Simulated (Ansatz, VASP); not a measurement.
# Cross-check of TaN between VASP and Ansatz

Wanted: the spread between two codes on one cell, functional and k mesh. The cell is taken from a series of runs on this material, whose earlier steps may have relaxed, scaled, displaced or heated it; both programs get it as it stands.

Method: plane waves, with VASP 6.6.1 beside it; zone-centre phonons at LDA, in Ansatz 0.2.0.

### 1. The structure

It takes space group P-6m2 (No. 187, hexagonal). The conventional cell has a = 2.947 Å, b = 2.947 Å, c = 2.884 Å, α = 90.00°, β = 90.00°, γ = 120.00°. Nearest to N lie 6 Ta at 2.23 Å. Nearest to Ta lie 6 N at 2.23 Å. Farther neighbours and most contacts between anions are not listed.

### 2. Ansatz: zone-centre phonons, LDA

Ansatz runs on its PAW soft_1 files.

Second derivatives magnify differences that forces hide, and they need a tight electronic threshold.

input.yaml

```yaml
crystal:
  lattice:
    - [2.9473743655, 0.0, 0.0]
    - [-1.4736871828, 2.552501075, 0.0]
    - [0.0, 0.0, 2.8840908479]
  atoms:
    - { symbol: "N", position: [0.6666666667, 0.3333333333, 0.0] }
    - { symbol: Ta, position: [0.0, 0.0, 0.5] }
kpoints:
  mp_grid: { grid: [18, 18, 16] }
hamiltonian:
  xc: lda
  pseudopotentials: { kind: paw, azcp: { folder: soft_1 }, xc_functional: pbe }
scf:
  occupations: { method: methfessel_paxton, width: 0.2 }
output:
  eigenvalues: true
phonons:
  method: dfpt
```

Launch:

```console
> ansatz run input.yaml --threads 4 --pin off --max-ram 10240MiB --backend cpu --events-out ev --progress --plain --runs-dir out
```

Numbers of over 12 decimals in the logs are rounded to 6 here.

The log of the run:

```text
zone centre: on kpoints.mp_grid the ground state, and the responses unless they are solved on pairs of k-points, stand on 819 of the mesh's 5184 k-points, reduced under 4 symmetry operations, with k and −k counted as one. Each operation leaves every solved displacement unchanged or reverses it
Engine: ansatz 0.2.0, aarch64-unknown-linux-gnu
Pseudopotentials: kind: paw
Pseudopotential: N, paw, valence charge 5, recommended cutoff 420 eV (normal), soft_1/N.paw.azcp
Pseudopotential: Ta, paw, valence charge 13, recommended cutoff 420 eV (normal), soft_1/Ta.paw.azcp
Functional definition: SPW92
  exchange = slater_x
  correlation = pw_c
Crystal: 2 atoms, lattice volume = 21.698 Å³
Basis set: ecut = 420 eV, 405 PW (Γ), exchange–correlation on 40×40×40 points (8 copies of the dense FFT grid, shifted against one another)
Bands: 13, of which v1, the nominal top of the filled ones, is band 9 counted from 1 (8 counted from 0)
Symmetry: 12 space group operations
k-points: 819 of 5184 (irreducible under 4 space group operations, time reversal used)
Non-local potential: N, projectors of the file, l = 0: 2, l = 1: 2, l = 2: 1
Non-local potential: Ta, projectors of the file, l = 0: 3, l = 1: 2, l = 2: 2, l = 3: 1
PAW form: soft (Blöchl's): semilocal exchange-correlation on the pseudo side does not see the compensation charge
PAW frozen core: N, regenerated for the run's functional, and the local potential with it (the file was generated under x = pbe(κ = 0.804, μ = 0.219515), c = pbe(β = 0.066725))
PAW frozen core: Ta, regenerated for the run's functional, and the local potential with it (the file was generated under x = pbe(κ = 0.804, μ = 0.219515), c = pbe(β = 0.066725))
PAW one-centre angular grid: N, 110 points (default); XC on 64 Gauss nodes
PAW one-centre angular grid: Ta, 590 points (default); XC on 64 Gauss nodes
Initial density: superposition of atomic densities (chi_scale 0.1, normalization cell, long waves kept (reshape's long-wave potential 0.00 eV rms))
Initial wavefunctions: pseudopotential atomic-orbital guess
Functional: x = slater, c = lda
SCF iter   1: F=—  HF=-10060.035690 eV  |F-HF|=—  |Δ(HF+E_count)|=         —  Δρ=4.67e-2  dr2=2.67e-1  ethr=3.10e-3  ⟨swp⟩=5.0  Hψ=53222  notcnv=0
preconditioner: auto → none  [metal: Δε(μ)=0.071 eV  Ē_g=11.013 eV  σ=0.200 eV  W_gap=0.29  n_scr=8 (ndim 8)  ℏωp=25.2 eV  f_vac=0.000  D(μ)=0.06/eV (n_scr^D=0)  sad-step TF]
SCF iter   2: F=—  HF=-10060.015711 eV  |F-HF|=—  |Δ(HF+E_count)|=   2.00e-2  S|Δr|=    0.00e0  Δρ=2.90e-2  dr2=1.13e-1  ethr=1.48e-3  ⟨swp⟩=1.0  Hψ=17199  notcnv=0
SCF iter   3: F=—  HF=-10059.996072 eV  |F-HF|=—  |Δ(HF+E_count)|=   1.96e-2  S|Δr|=    0.00e0  Δρ=1.51e-3  dr2=2.37e-4  ethr=6.29e-4  ⟨swp⟩=2.6  Hψ=14436  notcnv=0
SCF iter   4: F=—  HF=-10059.996119 eV  |F-HF|=—  |Δ(HF+E_count)|=   4.66e-5  S|Δr|=    0.00e0  Δρ=3.81e-4  dr2=3.01e-5  ethr=1.32e-6  ⟨swp⟩=2.2  Hψ=15886  notcnv=0
SCF iter   5: F=—  HF=-10059.996111 eV  |F-HF|=—  |Δ(HF+E_count)|=   7.41e-6  S|Δr|=    0.00e0  Δρ=3.67e-5  dr2=1.37e-7  ethr=1.67e-7  ⟨swp⟩=2.2  Hψ=14315  notcnv=0
SCF iter   6: F=—  HF=-10059.996111 eV  |F-HF|=—  |Δ(HF+E_count)|=   4.35e-9  S|Δr|=    0.00e0  Δρ=8.28e-6  dr2=5.85e-9  ethr=7.60e-10  ⟨swp⟩=2.0  Hψ=17239  notcnv=0
SCF iter   7: F=—  HF=-10059.996111 eV  |F-HF|=—  |Δ(HF+E_count)|=   1.36e-9  S|Δr|=    0.00e0  Δρ=1.27e-6  dr2=1.35e-10  ethr=3.25e-11  ⟨swp⟩=2.9  Hψ=17791  notcnv=0
SCF iter   8: F=-10059.996111 eV  HF=-10059.996111 eV  |F-HF|=3.64e-12  |Δ(HF+E_count)|=  2.55e-11  S|Δr|=    0.00e0  Δρ=8.46e-8  dr2=5.50e-13  ethr=1.00e-12  ⟨swp⟩=6.1  Hψ=46176  notcnv=0
the search or the solves at the SCF's close seem to have found levels that the self-consistency loop had missed (the run counts 5). By its estimate they hold under 1e-12 electrons; where the run keeps them, the occupations were computed again with them
SCF 1 converged in 8 iterations: F = -10059.996111 eV  dr2 = 5.50e-13
  greatest PAW one-centre occupation: 0.999 electrons in one spin orbital (limit 2), on the Ta atom at site 1 (counted from 0), in its partial waves of l = 0
DFPT response loops at Γ: preconditioner auto → Kerker (q_TF=auto, 2.645 Å⁻¹) (partly filled bands, converged f_vac=0.000); β = 1.00, the filter's whole step (`scf.mixing.beta` (0.50) is not read by the response loops under this deck's `scf.mixing.preconditioner`; to damp them name `kerker` or `kerker_dos`, under which they read `scf.mixing.beta`, and type it under 1.00, their step now; both keys bind the ground state too); Broyden in place of MSR1
SCF converged after 8 iterations
Stability not checked: this state was not tested for a lower state beside it, because cold or Methfessel-Paxton smearing, or corrected tetrahedra, fill the levels in a way that the test cannot read (fill_not_monotonic; see scf.lower_state_search)
Free energy (F): -10059.996111 eV
Harris-Foulkes:  -10059.996111 eV  (|F-HF|=3.64e-12)
Internal energy: -10059.996645 eV  (E = F + TS)
E sigma→0 (E₀):  -10059.996245 eV
Entropy (-TS):   0.000534 eV (0.267 meV/atom)
Fermi energy:    19.550069 eV
--- Per-component energies (eV) ---
  E_band       = -62.212387
  E_kinetic    = 522.418573
  E_local      = -600.165563  (includes V_loc(G=0)·N_el)
  E_nonlocal   = 30.143128
  E_hartree    = 212.066591
  E_xc         = -378.250000
  E_vxc        = -310.173076  (∫ρ·V_xc dr)
  E_paw        = -8176.413798  (= ΣΔE_a)
  E_vpaw       = -128.569598  (= ΣTr[D̂ρ^β])
  E_aug_tail   = 0.000957  (compensation charges beyond the density's cutoff)
  E_ewald      = -1670.135575
  E_core_change = 0.339041  (= ΣΔE_core)
  E_smearing   = 0.000534  (= −TS)
  E_closure    = 0.000000  (closes the sum)
  Σ components = -10059.996111   (vs F -10059.996111, Δ=0.00e0)
--- Band table (eV; the first three rows and the last of 819) ---
  k-point 0: bands = [... 5 lower, 15.0564, 15.0564, 15.4474, 16.7236, 21.8303, 23.1499, 23.1499, 23.5084]
  k-point 1: bands = [... 5 lower, 15.0886, 15.0886, 15.1288, 16.9879, 21.9753, 22.5221, 22.5221, 23.9937]
  k-point 2: bands = [... 5 lower, 14.4357, 15.1809, 15.1809, 17.5689, 21.7201, 21.7201, 22.3669, 24.3637]
  k-point 818: bands = [... 5 lower, 12.0895, 12.8076, 15.4886, 18.5940, 23.6139, 24.5872, 25.5473, 26.6147]
--- Phonons (Γ-DFPT): 4 representative perturbations + reference, on 819 of 5184 k-points (Σ response iterations 12) ---
  k mesh reduced under 4 symmetry operations, with k and −k counted as one. Each operation leaves every solved displacement unchanged or reverses it
  ASR residual: 2.171e-5 → 0.000e0 eV/Å²; symmetrization residual: 2.364e-6 eV/Å²
  ASR residual per site (eV/Å²): 2.08e-5 2.17e-5
  Γ frequencies (cm⁻¹): 0.00 0.00 0.00 508.15 508.15 518.80
  non-analytic LO–TO correction: not included (Born effective charges unavailable; polar crystals: no LO–TO splitting at Γ)
```

Reading the cycles: dr2 is the Hartree energy of the density residual (eV), the measure of convergence; HF is the Harris–Foulkes estimate of the energy, which meets the free energy F at convergence.

(Part 1 of 2 ends here.)

[Lines on the potential files, build, host, timing and source positions are cut from VASP's logs without a mark.]

[Logs are printed without paths, hosts, clocks, repeated set-up lines and the standing remarks that a program may print on its own settings, such as how far it seeks lower states.]

[Hosts, paths, dates, database ids (printed as entryN), source tags and the programs' standing remarks are cut or masked in the printed files.]
